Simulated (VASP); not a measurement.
Data:

```
Al
1.0
    0.00000     1.93131     1.93131
    1.93131     0.00000     1.93131
    1.93131     1.93131     0.00000
Al
1
Direct
  0.00000   0.00000   0.00000
```

The numbers are results of r2SCAN meta-GGA, VASP's PBE PAW potentials (set 64) (plane waves; VASP), not measurements. Run with 480 eV cut-off, 14×14×14 Γ-centred mesh, first-order Methfessel-Paxton smearing of 0.10 eV, potentials Al.

**Question.** What does the run give for the energy per atom (σ→0), pressure, band gap (on the k-mesh) with the smallest direct gap where there is one?

**Answer.** 
```json
{
  "band gap (on the k-mesh)": "none (metal, semimetal or under 0.01 eV)",
  "energy per atom (σ→0)": "-6.691 eV/atom",
  "pressure": "107.1 kbar"
}
```

The compound is Al in the fcc structure. This cell was strained or had an atom moved on purpose.
